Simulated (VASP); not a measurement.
Given:

```yaml
crystal:
  lattice:
    - [0.00000, 1.84365, 1.84365]
    - [1.84365, 0.00000, 1.84365]
    - [1.84365, 1.84365, 0.00000]
  atoms:
    - { symbol: B, position: [0.00000, 0.00000, 0.00000] }
    - { symbol: N, position: [0.25000, 0.25000, 0.25000] }
```

Calculation: PBE GGA, VASP's PBE PAW potentials (set 64) (plane waves; VASP 6.6.1). Settings: 800 eV cut-off, 11×11×11 Γ-centred mesh, Gaussian smearing of 0.050 eV, potentials B N_h.

Q: What does the run give for the energy per atom (σ→0), pressure?

A: 
| Quantity | Result |
|---|---|
| energy per atom (σ→0) | -8.712 eV/atom |
| pressure | -19.56 GPa |

The absolute energy has meaning only against runs of the same code, potentials and settings.

The compound is BN in the zinc blende structure. The cell was not relaxed at this level. The run is one of a series of settings (ENCUT = 800, POTCAR B N_h (PBE.64 set) against the base run), some of them coarse on purpose.
